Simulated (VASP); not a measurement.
These are PBE GGA, VASP's PBE PAW potentials (set 64) (plane waves; VASP) values and carry that method's errors.

Input for VASP

KPOINTS:
```
Regular mesh
0
gamma
  1 1 1
0 0 0
```

### POSCAR
```
MgZn35O36
1
    4.9323206900    -8.5430313936     0.0000000000
    4.9323206900     8.5430313936     0.0000000000
    0.0000000000     0.0000000000    10.5847753959
Zn O Mg
35 36 1
Direct
  0.2222220000   0.1111110000   0.2500000000
  0.1111110000   0.2222220000   0.0000000000
  0.2222220000   0.1111110000   0.7500000000
  0.1111110000   0.2222220000   0.5000000000
  0.2222220000   0.4444440000   0.2500000000
  0.1111110000   0.5555560000   0.0000000000
  0.2222220000   0.4444440000   0.7500000000
  0.1111110000   0.5555560000   0.5000000000
  0.2222220000   0.7777780000   0.2500000000
  0.1111110000   0.8888890000   0.0000000000
  0.2222220000   0.7777780000   0.7500000000
  0.1111110000   0.8888890000   0.5000000000
  0.5555560000   0.1111110000   0.2500000000
  0.4444440000   0.2222220000   0.0000000000
  0.5555560000   0.1111110000   0.7500000000
  0.4444440000   0.2222220000   0.5000000000
  0.5555560000   0.4444440000   0.2500000000
  0.4444440000   0.5555560000   0.0000000000
  0.5555560000   0.4444440000   0.7500000000
  0.5555560000   0.7777780000   0.2500000000
  0.4444440000   0.8888890000   0.0000000000
  0.5555560000   0.7777780000   0.7500000000
  0.4444440000   0.8888890000   0.5000000000
  0.8888890000   0.1111110000   0.2500000000
  0.7777780000   0.2222220000   0.0000000000
  0.8888890000   0.1111110000   0.7500000000
  0.7777780000   0.2222220000   0.5000000000
  0.8888890000   0.4444440000   0.2500000000
  0.7777780000   0.5555560000   0.0000000000
  0.8888890000   0.4444440000   0.7500000000
  0.7777780000   0.5555560000   0.5000000000
  0.8888890000   0.7777780000   0.2500000000
  0.7777780000   0.8888890000   0.0000000000
  0.8888890000   0.7777780000   0.7500000000
  0.7777780000   0.8888890000   0.5000000000
  0.2222220000   0.1111110000   0.4410000000
  0.1111110000   0.2222220000   0.1910000000
  0.2222220000   0.1111110000   0.9410000000
  0.1111110000   0.2222220000   0.6910000000
  0.2230370000   0.4445880000   0.4365480000
  0.1111110000   0.5555560000   0.1910000000
  0.2222220000   0.4444440000   0.9410000000
  0.1111110000   0.5555560000   0.6910000000
  0.2222220000   0.7777780000   0.4410000000
  0.1111110000   0.8888890000   0.1910000000
  0.2222220000   0.7777780000   0.9410000000
  0.1111110000   0.8888890000   0.6910000000
  0.5555560000   0.1111110000   0.4410000000
  0.4444440000   0.2222220000   0.1910000000
  0.5555560000   0.1111110000   0.9410000000
  0.4444440000   0.2222220000   0.6910000000
  0.5520270000   0.4441260000   0.4382520000
  0.4444440000   0.5555560000   0.1910000000
  0.5555560000   0.4444440000   0.9410000000
  0.4470010000   0.5578400000   0.6929260000
  0.5553270000   0.7725700000   0.4416310000
  0.4444440000   0.8888890000   0.1910000000
  0.5555560000   0.7777780000   0.9410000000
  0.4444440000   0.8888890000   0.6910000000
  0.8888890000   0.1111110000   0.4410000000
  0.7777780000   0.2222220000   0.1910000000
  0.8888890000   0.1111110000   0.9410000000
  0.7777780000   0.2222220000   0.6910000000
  0.8888890000   0.4444440000   0.4410000000
  0.7777780000   0.5555560000   0.1910000000
  0.8888890000   0.4444440000   0.9410000000
  0.7777780000   0.5555560000   0.6910000000
  0.8888890000   0.7777780000   0.4410000000
  0.7777780000   0.8888890000   0.1910000000
  0.8888890000   0.7777780000   0.9410000000
  0.7777780000   0.8888890000   0.6910000000
  0.4398020000   0.5552580000   0.4992950000
```

### INCAR
```
LMAXMIX = 4
LCHARG = .False.
NELMIN = 4
SYSTEM = MgZn35O36
LREAL = Auto   # projection in real space or not
NSW = 60
ALGO = Fast
PREC = Normal
ENCUT = 400   # plane-wave cut-off (eV)
IBRION = 2
ISYM = 0
SIGMA = 0.05
LASPH = .True.   # aspherical one-centre terms
NELM = 100
EDIFFG = -0.03
EDIFF = 1E-5   # SCF stop (eV)
NELECT = 636.0
LWAVE = .False.
ISMEAR = 0
GGA = PE   # PBE
ISIF = 2
```

POTCAR, in this order: Zn O Mg (PBE.64 set). Program: vasp_gam.

### Question
What will the output report for the number of irreducible k-points (NKPTS), largest plane-wave count, FFT grid (NGX, NGY, NGZ)?

### Answer

```yaml
number of irreducible k-points (NKPTS): 1
largest_plane_wave_count: 8073
FFT grid (NGX, NGY, NGZ): 48 × 48 × 54
```

The cell is a supercell with a defect, built from ZnO (wurtzite): Mg_Zn, charge +2. The run is not spin-polarised, so no state with unpaired spins was tried.
